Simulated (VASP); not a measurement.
```xyz
3
Lattice="0.0000 2.1236 2.1236 2.1236 0.0000 2.1236 2.1236 2.1236 0.0000" Properties=species:S:1:pos:R:3 pbc="T T T"
Be     1.0618     1.0618     1.0618
Be     3.1855     3.1855     3.1855
C      0.0000     0.0000     0.0000
```

Calculation: optB86b-vdW, VASP's PBE PAW potentials (set 64) (plane waves; VASP). Settings: 520 eV cut-off, 9×9×9 Γ-centred mesh, Gaussian smearing of 0.050 eV, potentials Be C.

Question: What does the run give for the energy per atom (σ→0), pressure?

Answer: 
```
Quantity                        Value
---------------------  --------------
energy per atom (σ→0)  -5.177 eV/atom
pressure                    13.80 GPa
```

Total energies compare only between runs with the same potentials, cut-off and functional.

The compound is Be2C in the antifluorite structure. This cell is one point of a volume scan, at 0.94 of the reference volume.
